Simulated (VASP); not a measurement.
**GaP: single point with PBE**

**What was measured.**

From “Stacking defects in GaP nanowires: Electronic structure and optical properties”, 2018, arxiv:1810.01194, for a bulk crystal of GaP at 10 K: band gap 2.34 eV (indirect).

Crystal: GaP.

```
Ga P
1.0
     0.00000    2.72525    2.72525
     2.72525    0.00000    2.72525
     2.72525    2.72525    0.00000
Ga P
1 1
Direct
  0.00000 0.00000 0.00000
  0.25000 0.25000 0.25000
```

```yaml
Program: VASP 6.6.1
Task: single point
Functional: PBE
Potentials_or_basis: VASP PAW PBE potentials, release 64 (Ga_d, P)
Cutoff: 520 eV
k_mesh: 10 × 10 × 10
Occupations: gaussian, width 0.02 eV
Spin: no spin polarisation
Further_INCAR_settings: ALGO = Normal; EDIFF = 1e-07; NBANDS = 16
```

```
Pressure               : 2.5 GPa
Band gap on the k mesh : 1.60 eV, indirect (least direct gap 1.83 eV)
```

Levels at points of the mesh, in eV from the valence-band top:
```
           k point  band 7  band 8  band 9  band 10  band 11  band 12
(0.00, 0.00, 0.00)    0.00    0.00    0.00     1.83     3.89     3.89
(0.50, 0.00, 0.00)   -6.63   -1.12   -1.12     1.67     4.72     4.72
(0.50, 0.50, 0.00)   -6.75   -2.68   -2.68     1.66     1.82    10.60
```

Wall time 19 s on 1 thread of Intel(R) Xeon(R) Platinum 8488C (Sapphire Rapids), with other jobs on the host, peak memory 0.18 GiB.

Against the measured gap of GaP, 2.34 eV (indirect; 10 K; quoted in “Stacking defects in GaP nanowires: Electronic structure and optical properties”, 2018, arxiv:1810.01194), the calculated 1.60 eV is off by -0.74 eV. Spin-orbit coupling on Ga is left out. The value is that of PBE on a finite k mesh, which can miss the band edges, without temperature or zero-point motion. Semilocal functionals fall short of measured gaps as a rule.
